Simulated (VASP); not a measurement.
Input:

```xyz
2
Lattice="0.0000 2.8850 2.8850 2.8850 0.0000 2.8850 2.8850 2.8850 0.0000" Properties=species:S:1:pos:R:3 pbc="T T T"
Ag     0.0000     0.0000     0.0000
Br     2.8850     2.8850     2.8850
```

These are PBE GGA, VASP's PBE PAW potentials (set 64) (plane waves; VASP) values and carry that method's errors. Numerical set-up: 400 eV cut-off, 9×9×9 Γ-centred mesh, Gaussian smearing of 0.050 eV, potentials Ag Br.

Question: Estimate the energy per atom (σ→0), pressure.

Answer: 
```
Item                           Result
---------------------  --------------
energy per atom (σ→0)  -2.496 eV/atom
pressure                     1.33 GPa
```

The compound is AgBr in the rock salt structure. The cell was not relaxed at this level. The run is one of a series of settings (KPOINTS 9×9×9 Γ-centred mesh against the base run), some of them coarse on purpose.
